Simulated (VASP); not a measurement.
Crystal: TiN.

```
Ti N
1.0
     0.00000    2.12062    2.12062
     2.12062    0.00000    2.12062
     2.12062    2.12062    0.00000
Ti N
1 1
Cartesian
  0.0000 0.0000 0.0000
  2.1206 2.1206 2.1206
```

The cell is a database's computed one.

* Program: VASP 6.6.1
* Task: relaxation of cell and atoms
* Functional: PBEsol
* Potentials or basis: VASP PAW PBE potentials, release 64 (Ti_sv, N_s)
* Cutoff: 480 eV
* k mesh: 18 × 18 × 18
* Occupations: gaussian, width 0.1 eV
* Spin: no spin polarisation

At the start: pressure -7.2 GPa; volume 9.54 Å³/atom.

Task: Where does the relaxation end?

Result: Over 3 steps the energy falls by 5.4 meV/atom and the volume is 9.30 Å³/atom (-2.5 %); space group Fm-3m (No. 225, to 0.05 Å).

Step by step:
```tsv
step	energy change (eV)	largest force (eV/Å)	pressure (GPa)	volume (Å³)
1	0.0000	0.0000	-7.17	19.07
2	0.0141	0.0000	12.10	17.92
3	-0.0108	0.0000	-0.08	18.60
```

Final structure:
```
Ti N
1.0
     0.00000    2.10312    2.10312
     2.10312    0.00000    2.10312
     2.10312    2.10312    0.00000
Ti N
1 1
Cartesian
  0.0000 0.0000 0.0000
  2.1031 2.1031 2.1031
```

Caveat: the PAW data sets were made with another functional, which shifts forces and pressure a little.
